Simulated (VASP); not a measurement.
Crystal: SnH2.

```
CELL_PARAMETERS angstrom
0.00000 2.65451 2.65451
2.65451 0.00000 2.65451
2.65451 2.65451 0.00000
ATOMIC_POSITIONS crystal
Sn 0.00000 0.00000 0.00000
H 0.25000 0.25000 0.25000
H 0.75000 0.75000 0.75000
```

The cell was built by a generator and needn't be a form met in nature.

Base run:

```yaml
Program: VASP 6.6.1
Functional: r2SCAN
Potentials_or_basis: VASP PAW PBE potentials, release 64 (Sn_d, H)
Cutoff: 520 eV
k_mesh: 8 × 8 × 8
Occupations: fermi-dirac, width 0.02 eV
Spin: no spin polarisation
```

Its results: band gap on the k mesh none (metal or under the smearing width); pressure -0.1 GPa.

Problem. The run is repeated on the same cell with these changes: k mesh from 8 × 8 × 8 to 10 × 10 × 10; further incar settings from ALGO = Normal; EDIFF = 1e-07; NBANDS = 15 to ALGO = Normal; EDIFF = 1e-06; NBANDS = 15. What comes out?

Solution. Band gap on the k mesh none (metal or under the smearing width); pressure 0.4 GPa.

Caveats: the PAW data sets were made with another functional, which shifts forces and pressure a little.
